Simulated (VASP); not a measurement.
Data:

```
NbAs
1.0
    3.23028     0.00000     0.00000
    0.00000     3.23028     0.00000
    0.00000     0.00000     3.23028
Nb As
1 1
Direct
  0.00000   0.00000   0.00000
  0.50000   0.50000   0.50000
```

These are PBE GGA, VASP's PBE PAW potentials (set 64) (plane waves; VASP 6.6.1) values and carry that method's errors. Numerical set-up: 300 eV cut-off, 8×8×8 Γ-centred mesh, Fermi-Dirac smearing of 0.14 eV, potentials Nb_sv As.

Give the energies of bands 6 to 12 at the high-symmetry points, in eV from the Fermi level.

```tsv
band	Γ	X	M	R
6	-2.71	-7.11	-4.29	-5.92
7	-2.71	-2.09	-4.29	-5.92
8	0.37	-2.09	-2.31	-5.92
9	0.37	-1.83	0.05	3.44
10	0.37	1.99	0.05	3.44
11	1.71	3.16	1.98	3.65
12	1.71	5.94	2.15	3.65
```

It has no gap at this level: it comes out as a metal or semimetal.

The structure was generated: NbAs was put into an ordered model structure, which need not be its known phase. The cell was not relaxed at this level.
